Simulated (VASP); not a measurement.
Relaxed, unreconstructed slabs of Pb (fcc). Calculation: PBEsol GGA, VASP's PBE PAW potentials (set 64) (plane waves; VASP).

Slab and bulk use different k-meshes, so the surface energy is good to a few per cent at best.

### Question
Order the faces (111) [4 atoms], (100) [4 atoms] by surface energy, lowest first.

### Answer
(111) [4 atoms] (0.33 J/m²), (100) [4 atoms] (0.43 J/m²)

### Question
And what are their work functions?

### Answer
(111) [4 atoms] 3.98 eV, (100) [4 atoms] 3.94 eV.

Runs of the series that failed, ran out of time, didn't relax or are held back are left out, and each face is given by its thickest slab.

The cell is a thin slab with vacuum, built from Pb (fcc).
